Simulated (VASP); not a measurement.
A convergence study with VASP on SnO$_{2}$ (rutile): one setting is varied, all else stays as given below, so the limit is that of these other settings.

```xyz
6
Lattice="4.7400 0.0000 0.0000 0.0000 4.7400 0.0000 0.0000 0.0000 3.1900" Properties=species:S:1:pos:R:3 pbc="T T T"
Sn     0.0000     0.0000     0.0000
Sn     2.3700     2.3700     1.5950
O      1.4552     1.4552     0.0000
O      3.8252     0.9148     1.5950
O      0.9148     3.8252     1.5950
O      3.2848     3.2848     0.0000
```

All values below come from PBE GGA, VASP's PBE PAW potentials (set 64) (plane waves; VASP). The tightest run used: 700 eV cut-off, 10×10×16 Γ-centred mesh, Gaussian smearing of 0.050 eV, potentials Sn_d O.

The reference is 10×10×16 mesh, which took about 7 core-minutes. The timings are rough (shared machines, no repeats); factors under 2 mean little.

Task: Of the settings 1×1×1 mesh; 1×1×2 mesh; 2×2×3 mesh; 2×2×4 mesh; 3×3×5 mesh; 4×4×6 mesh; 4×4×7 mesh; 5×5×8 mesh; 6×6×9 mesh; 6×6×10 mesh; 7×7×11 mesh; 8×8×12 mesh; 8×8×13 mesh; 9×9×14 mesh; 9×9×15 mesh; 10×10×16 mesh, which is the lowest that keeps the difference from the reference in the stress, largest component (GPa) within 0.2 from there on, and what does it cost?

Result: 3×3×5 mesh; its cost over the reference is about 1/20.
```
setting        difference in the stress, largest component (GPa)  cost over the reference
-------------  -------------------------------------------------  -----------------------
1×1×1 mesh                                                  4.62               about 1/60
1×1×2 mesh                                                  8.59               about 1/50
2×2×3 mesh                                                  0.47               about 1/20
2×2×4 mesh                                                  0.44               about 1/20
3×3×5 mesh                                                  0.10               about 1/20
4×4×6 mesh                                                  0.03                about 1/8
4×4×7 mesh                                                  0.03                about 1/8
5×5×8 mesh                                                  0.01                about 1/6
6×6×9 mesh                                                  0.00                about 1/4
6×6×10 mesh                                                 0.00                about 1/3
7×7×11 mesh                                                 0.00                about 1/3
8×8×12 mesh                                                 0.00     within a factor of 2
8×8×13 mesh                                                 0.00     within a factor of 2
9×9×14 mesh                                                 0.00     within a factor of 2
9×9×15 mesh                                                 0.00     within a factor of 2
10×10×16 mesh                                               0.00                reference
```

Left out are rungs that failed or repeat a setting and relaxations that didn't move; long series are thinned to 24 rows.

The compound is SnO2 in the rutile structure. The cell was not relaxed at this level, forces remain on its atoms.
